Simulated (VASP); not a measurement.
Calculation: PBE GGA with D3 dispersion (Becke-Johnson damping), VASP's PBE PAW potentials (set 64) (plane waves; VASP).

The input files of a VASP run:

**INCAR**
```
! general
SYSTEM  = GaAs
PREC    = Accurate
ENCUT   = 520
LREAL   = F
LASPH   = T   ! aspherical one-centre terms

! electronic loop
EDIFF   = 1E-7
NELM    = 100   ! most electronic steps
ALGO    = Normal   ! blocked Davidson
LMAXMIX = 4

! smearing
ISMEAR  = 0   ! Gaussian
SIGMA   = 0.05

! functional
GGA     = PE
IVDW    = 12   ! D3, Becke-Johnson

! ions
ISIF    = 2   ! forces and stress, cell fixed

! output
LWAVE   = F
LCHARG  = F
```

File KPOINTS:
```
Automatic mesh
0
Gamma
8 8 8
0 0 0
```

File POSCAR:
```
GaAs
1
    0.0000000000     2.8682654593     2.8682654593
    2.8682654593     0.0000000000     2.8682654593
    2.8682654593     2.8682654593     0.0000000000
Ga As
1 1
Direct
  0.0000000000   0.0000000000   0.0000000000
  0.2500000000   0.2500000000   0.2500000000
```

POTCAR, in this order: Ga_d As (PBE.64 set). Program: vasp_std.

Task: Estimate the energy per atom (σ→0), dispersion energy, pressure, band gap (on the k-mesh).

Result: 
```yaml
energy per atom (σ→0): -4.445 eV/atom
dispersion_energy: -620 meV
band gap (on the k-mesh): 0.20 eV
pressure: -1.86 GPa
```

File OSZICAR:
```
...
DAV:   8    -0.827031570660E+01   -0.81423E-03   -0.10154E-02   854   0.139E+00    0.919E-02
DAV:   9    -0.827071510408E+01   -0.39940E-03   -0.10650E-03   921   0.466E-01    0.553E-02
DAV:  10    -0.827078163260E+01   -0.66529E-04   -0.78639E-05   978   0.963E-02    0.299E-02
DAV:  11    -0.827083637753E+01   -0.54745E-04   -0.86664E-05   814   0.788E-02    0.387E-03
DAV:  12    -0.827083675349E+01   -0.37596E-06   -0.14400E-06   912   0.188E-02    0.161E-03
DAV:  13    -0.827083721120E+01   -0.45770E-06   -0.59506E-07   839   0.652E-03    0.580E-04
DAV:  14    -0.827083719268E+01    0.18516E-07   -0.15249E-08   557   0.170E-03
   1 F= -.88905788E+01 E0= -.88905768E+01  d E =-.401499E-05
```

The compound is GaAs in the zinc blende structure. This cell is one point of a volume scan, at 1.03 of the reference volume.
